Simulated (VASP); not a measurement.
Input:

```xyz
2
Lattice="2.9060 0.0000 0.0000 0.0000 2.9060 0.0000 0.0000 0.0000 2.9060" Properties=species:S:1:pos:R:3 pbc="T T T"
Zn     1.4530     1.4530     1.4530
Cu     0.0000     0.0000     0.0000
```

Calculation: PBE GGA, VASP's PBE PAW potentials (set 64) (plane waves; VASP). Run with 520 eV cut-off, 12×12×12 Γ-centred mesh, first-order Methfessel-Paxton smearing of 0.10 eV, potentials Zn Cu.

### Question
Give the stress tensor in GPa (positive for a compressed cell).

### Answer

```
8.71  0.00  0.00
0.00  8.71  0.00
0.00  0.00  8.71
```
The pressure is its mean diagonal, 8.71 GPa.

The compound is CuZn in the CsCl type structure. This cell is one point of a volume scan, at 0.94 of the reference volume. The electron count is odd and the run is not spin-polarised, which forces a metal.
